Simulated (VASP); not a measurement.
An input for Ansatz (written as the equivalent of a VASP run, and not itself run):

Ansatz 0.2 input:
```yaml
crystal:
  lattice:
    - [3.3300590, 0.0000000, 0.0000000]
    - [-1.6650300, 2.8839160, 0.0000000]
    - [0.0000000, 0.0000000, 3.2499730]
  atoms:
    - { symbol: Ru, position: [0.0000000, 0.0000000, 0.0000000] }
    - { symbol: Se, position: [0.6666670, 0.3333330, 0.5000000] }
kpoints:
  mp_grid: { grid: [8, 8, 7] }
hamiltonian:
  xc: r2scan
  pseudopotentials: { kind: paw }
scf:
  occupations: { method: gaussian, width: 0.05 }
  max_iter: 100
output: { forces: true, stress: true, eigenvalues: true }
```

Question: Write the VASP files for the same calculation (r2SCAN).

Answer: One answer among several that fit: 
### INCAR
```
! general
SYSTEM  = RuSe
PREC    = Accurate
ENCUT   = 400   ! plane-wave cut-off (eV)
LREAL   = .FALSE.   ! projection in real space or not
LASPH   = .TRUE.

! electronic loop
EDIFF   = 1E-6   ! SCF stop (eV)
NELM    = 100   ! most electronic steps
ALGO    = Normal
LMAXMIX = 4
LMIXTAU = .TRUE.

! smearing
ISMEAR  = 0   ! Gaussian
SIGMA   = 0.05

! functional
METAGGA = R2SCAN

! ions
ISIF    = 2   ! forces and stress, cell fixed

! output
LWAVE   = .FALSE.
LCHARG  = .FALSE.
```

### KPOINTS
```
Automatic mesh
0
Gamma
8 8 7
0 0 0
```

**POSCAR**
```
RuSe
1
    3.3300590000     0.0000000000     0.0000000000
   -1.6650300000     2.8839160000     0.0000000000
    0.0000000000     0.0000000000     3.2499730000
Ru Se
1 1
Direct
  0.0000000000   0.0000000000   0.0000000000
  0.6666670000   0.3333330000   0.5000000000
```

POTCAR, in this order: Ru_pv Se (PBE.64 set). Program: vasp_std.

What does not carry over: each code has its own PAW files, so the cut-off isn't converted (ENCUT is set for VASP's; basis.ecutwfc is left out, and Ansatz then takes the one that its files recommend); Ansatz stops its SCF on the density residual and VASP on the energy change (EDIFF).

The structure was generated: RuSe was put into the WC type (P-6m2), which need not be its known phase. The cell was not relaxed at this level. The run is one of a series of settings (GGA removed, LMIXTAU = .TRUE., METAGGA = R2SCAN against the base run), some of them coarse on purpose.
